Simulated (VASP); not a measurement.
VASP ran on this input.

**KPOINTS**
```
Automatic mesh
0
Gamma
3 3 3
0 0 0
```

**POSCAR**
```
PtAl2
1
    0.0000000000     5.6957447700     5.6957447700
    5.6957447700     0.0000000000     5.6957447700
    5.6957447700     5.6957447700     0.0000000000
Al Pt
2 1
Direct
  0.2500000000   0.2500000000   0.2500000000
  0.7500000000   0.7500000000   0.7500000000
  0.0000000000   0.0000000000   0.0000000000
```

INCAR:
```
SYSTEM = PtAl2
PREC = Accurate
ENCUT = 400
EDIFF = 1E-6
NELM = 100
ALGO = Normal
LREAL = .FALSE.
LASPH = .TRUE.
ISMEAR = 1
SIGMA = 0.1
GGA = PE
LMAXMIX = 6
LWAVE = .FALSE.
LCHARG = .FALSE.
ISIF = 2
```

POTCAR, in this order: Al Pt (PBE.64 set). Program: vasp_std.

The run wrote:

standard output:
```
 POSCAR found type information on POSCAR AlPt
 POSCAR found :  2 types and       3 ions
 Reading from existing POTCAR
 Reading from existing POTCAR
 LDA part: xc-table for (Slater+PW92), standard interpolation
 POSCAR, INCAR and KPOINTS ok, starting setup
 WAVECAR not read
 entering main loop
       N       E                     dE             d eps       ncg     rms          rms(c)
DAV:   1     0.524750625161E+02    0.52475E+02   -0.33372E+03    96   0.687E+02
DAV:   2     0.143180331553E+02   -0.38157E+02   -0.31673E+02   144   0.839E+01
DAV:   3    -0.496749149872E+01   -0.19286E+02   -0.16674E+02   180   0.379E+01
DAV:   4    -0.663940375233E+01   -0.16719E+01   -0.16583E+01   144   0.145E+01
DAV:   5    -0.666471006679E+01   -0.25306E-01   -0.25291E-01   128   0.190E+00    0.479E+00
DAV:   6    -0.564047978760E+01    0.10242E+01   -0.11111E+01   120   0.159E+01    0.196E+01
DAV:   7    -0.528802919120E+01    0.35245E+00   -0.23737E+01   112   0.172E+01    0.412E+00
DAV:   8    -0.372653117336E+01    0.15615E+01   -0.11435E+00   112   0.509E+00    0.287E+00
DAV:   9    -0.361387307056E+01    0.11266E+00   -0.26640E-01   168   0.195E+00    0.150E+00
DAV:  10    -0.358739445820E+01    0.26479E-01   -0.11762E-01   148   0.111E+00    0.650E-01
DAV:  11    -0.369578718207E+01   -0.10839E+00   -0.26187E-01   152   0.186E+00    0.205E+00
DAV:  12    -0.360895047016E+01    0.86837E-01   -0.31121E-01   152   0.185E+00    0.101E+00
DAV:  13    -0.359917482103E+01    0.97756E-02   -0.19565E-02   128   0.642E-01    0.278E-01
DAV:  14    -0.359946785098E+01   -0.29303E-03   -0.92504E-03   160   0.266E-01    0.180E-01
DAV:  15    -0.359917118857E+01    0.29666E-03   -0.10372E-03   140   0.133E-01    0.850E-03
DAV:  16    -0.359923996413E+01   -0.68776E-04   -0.95747E-05   144   0.556E-02    0.506E-02
DAV:  17    -0.359921562476E+01    0.24339E-04   -0.35044E-05   136   0.329E-02    0.160E-02
DAV:  18    -0.359921595599E+01   -0.33123E-06   -0.32634E-05   156   0.173E-02    0.138E-02
DAV:  19    -0.359921395863E+01    0.19974E-05   -0.20492E-06    96   0.747E-03    0.609E-03
DAV:  20    -0.359921376058E+01    0.19805E-06   -0.27936E-06   104   0.556E-03
   1 F= -.35992138E+01 E0= -.36090838E+01  d E =0.296101E-01
```

**OUTCAR**
```
------------------------ aborting loop because EDIFF is reached ----------------------------------------
  FORCE on cell =-STRESS in cart. coord.  units (eV):
  Direction    XX          YY          ZZ          XY          YZ          ZX
  --------------------------------------------------------------------------------------
  Total       -3.5599569     -3.5599569     -3.5599569     -0.0000000     -0.0000000      0.0000000
  in kB      -15.4338319    -15.4338319    -15.4338319     -0.0000000     -0.0000000      0.0000000
  external PRESSURE =     -15.4338319 kB  Pullay stress =       0.0000000 kB
  volume of cell :      369.56
      direct lattice vectors                 reciprocal lattice vectors
     0.000000000  5.695744770  5.695744770    -0.087784832  0.087784832  0.087784832
     5.695744770  0.000000000  5.695744770     0.087784832 -0.087784832  0.087784832
     5.695744770  5.695744770  0.000000000     0.087784832  0.087784832 -0.087784832
 POSITION                                       TOTAL-FORCE (eV/Angst)
 -----------------------------------------------------------------------------------
      2.84787      2.84787      2.84787         0.000000      0.000000      0.000000
      8.54362      8.54362      8.54362        -0.000000     -0.000000     -0.000000
      0.00000      0.00000      0.00000         0.000000      0.000000      0.000000
 -----------------------------------------------------------------------------------
    total drift:                               -0.000000      0.000000     -0.000000
  FREE ENERGIE OF THE ION-ELECTRON SYSTEM (eV)
  ---------------------------------------------------
  free  energy   TOTEN  =        -3.5992137606 eV

  energy  without entropy=       -3.6288238819  energy(sigma->0) =       -3.60908380
```
(Selected blocks of OUTCAR.)

Question: The run ends quietly. Is anything wrong with it?

Answer: The cause: the lattice was typed in bohr, and VASP reads ångström. The run ends without an error. Against the sound run, the energy per atom (σ→0) rises by 4.200 eV/atom; the pressure rises by 3.38 GPa; the volume goes up by 570 %. To mend it, correct POSCAR, correct KPOINTS.
File POSCAR:
```
PtAl2
1
    0.0000000000     3.0141000000     3.0141000000
    3.0141000000     0.0000000000     3.0141000000
    3.0141000000     3.0141000000     0.0000000000
Al Pt
2 1
Direct
  0.2500000000   0.2500000000   0.2500000000
  0.7500000000   0.7500000000   0.7500000000
  0.0000000000   0.0000000000   0.0000000000
```
### KPOINTS
```
Automatic mesh
0
Gamma
7 7 7
0 0 0
```
The mended run (PBE GGA, plane waves, VASP's PBE PAW potentials (set 64)) converges, and its OSZICAR ends with
```
   1 F= -.16207694E+02 E0= -.16207652E+02  d E =-.127792E-03
```

The compound is PtAl2 in the fluorite structure. The cell was not relaxed at this level.
